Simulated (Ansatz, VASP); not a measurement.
# TaTlH4 in VASP and in Ansatz

```xyz
6
Lattice="3.0990 0.0000 0.0000 0.0000 3.0990 0.0000 0.0000 0.0000 7.0413" Properties=species:S:1:pos:R:3 pbc="T T T"
Ta    1.5495    1.5495    3.5206
Tl    0.0000    0.0000    0.0000
H     1.5495    0.0000    2.3578
H     0.0000    1.5495    4.6835
H     1.5495    0.0000    4.6835
H     0.0000    1.5495    2.3578
```

Alike in both runs: functional PBE; k mesh 12 × 12 × 6; occupations gaussian, width 0.1 eV; no spin polarisation.

Ansatz relaxed the structure, and its values are those at the end. VASP's run is a single point on that final structure, the one shown.

```csv
,VASP,Ansatz
version,VASP 6.6.1,Ansatz 0.2.0
potentials or method,"VASP PAW PBE potentials, release 64 (Ta_pv, Tl_d, H)","scalar-relativistic, plane waves, PAW"
plane-wave cutoff (eV),520,420
valence electrons in the cell,28,30
```

|  | VASP | Ansatz | Ansatz less VASP |
| --- | --- | --- | --- |
| gap on the k mesh at the Fermi level (eV) | none | none | - |
| pressure (GPa) | -0.1 | 0.0 | +0.07 |
| rms of the force components (eV/Å) | 0.003 | 0.000 | -0.0030 |

A gap of «none» marks a metal or a gap that the smearing closes. The two sets of potentials don't hold the same shells in valence.

The runs have no spin-orbit coupling, so splittings on Ta, Tl are missing.
